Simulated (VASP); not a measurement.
Energy against volume of CsI (CsCl type). These are PBE GGA with D4 dispersion, VASP's PBE PAW potentials (set 64) (plane waves; VASP) values and carry that method's errors. Run with 520 eV cut-off, 6×6×6 Γ-centred mesh, Gaussian smearing of 0.050 eV, potentials Cs_sv I.

```
V (Å³/atom)  E (eV/atom)
-----------  -----------
46.608          -2.90907
48.050          -2.91083
49.491          -2.90940
50.933          -2.90530
```

**Question.** Fit these four points and predict the energy of the run at 45.167 Å³/atom.

**Answer.** A cubic in V^(−2/3), the third-order Birch-Murnaghan form, passes through the four points with V0 = 48.08 Å³/atom and B0 = 12 GPa, and gives -2.9035 eV/atom there. The run gave -2.9035 eV/atom, +0.0 meV/atom from the fit; all five points give B0 = 12 GPa.

The compound is CsI in the CsCl type structure. It was relaxed first.
